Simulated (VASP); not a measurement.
Set up this calculation in VASP 6.6.1, as the native input.

```yaml
Task: single point
Functional: PBE0(alpha)
Potentials_or_basis: VASP PAW PBE potentials, release 64 (Hf_pv, Ge_d)
Cutoff: 520 eV
k_mesh: 4 × 4 × 4
Occupations: fermi-dirac, width 0.05 eV
Spin: no spin polarisation
Share_of_exact_exchange: 0.15
Grid_for_exact_exchange_PRECFOCK: Fast
Exchange_at_q_=_0: truncated
Further_INCAR_settings: ALGO = Normal; EDIFF = 1e-06; NBANDS = 19
```

HfGe:

```
CELL_PARAMETERS angstrom
3.21967 0.00000 0.00000
0.00000 3.21967 0.00000
0.00000 0.00000 4.10843
ATOMIC_POSITIONS crystal
Hf 0.50000 0.50000 0.00000
Ge 0.00000 0.00000 0.00000
```

The cell was built by a generator and needn't be a form met in nature.

The input as run:

POSCAR

```
HfGe
1.0
    3.2196660000      0.0000000000      0.0000000000
    0.0000000000      3.2196660000      0.0000000000
    0.0000000000      0.0000000000      4.1084277000
Hf Ge
1 1
Direct
    0.5000000000      0.5000000000      0.0000000000
    0.0000000000      0.0000000000      0.0000000000
```

INCAR.step1

```
ALGO     = Normal         # electronic algorithm
EDIFF    = 1E-5           # SCF threshold, eV
ENCUT    = 520            # plane-wave cutoff, eV
GGA      = PE             # functional
ISIF     = 2              # what is computed and relaxed
ISMEAR   = -1             # smearing method
LASPH    = T              # aspherical terms in the spheres
LCHARG   = F              # write CHGCAR
LREAL    = F              # projectors in reciprocal space
LWAVE    = T              # write WAVECAR
NBANDS   = 19             # bands
NELM     = 60             # most SCF steps
PREC     = Accurate       # precision mode
SIGMA    = 0.05           # smearing width, eV
```

INCAR.step2

```
AEXX     = 0.15           # exact-exchange fraction
ALGO     = Normal         # electronic algorithm
EDIFF    = 1E-6           # SCF threshold, eV
ENCUT    = 520            # plane-wave cutoff, eV
GGA      = PE             # functional
HFRCUT   = -1           
ISIF     = 2              # what is computed and relaxed
ISMEAR   = -1             # smearing method
ISTART   = 1            
LASPH    = T              # aspherical terms in the spheres
LCHARG   = F              # write CHGCAR
LHFCALC  = T              # exact exchange
LREAL    = F              # projectors in reciprocal space
LWAVE    = F              # write WAVECAR
NBANDS   = 19             # bands
NELM     = 60             # most SCF steps
PREC     = Accurate       # precision mode
PRECFOCK = Fast         
SIGMA    = 0.05           # smearing width, eV
```

KPOINTS

```
k-points
0
Gamma
  4 4 4
```

Potentials or basis: VASP PAW PBE potentials, release 64 (Hf_pv, Ge_d).

Command:

```sh
$ cat potpaw_PBE.64/Hf_pv/POTCAR potpaw_PBE.64/Ge_d/POTCAR > POTCAR
$ cp INCAR.step1 INCAR
$ mpirun -np 1 vasp_std > vasp.out
$ cp INCAR.step2 INCAR
$ mpirun -np 1 vasp_std > vasp.out
```

Results of the run:

```
Pressure               : 60.0 GPa
Band gap on the k mesh : none (metal or under the smearing width)
```

Caveat: the k mesh is coarse (spacing up to 0.49 Å⁻¹), so the values aren't converged, least of all with exact exchange; a pressure of tens of GPa on the cell as given is suspect, and the run, the potentials or the cell itself is likely at fault; the PAW data sets were made with another functional, which shifts forces and pressure a little.

Wall time 23 min on 1 thread of AMD EPYC 7571 (shared host), peak memory 0.13 GiB.
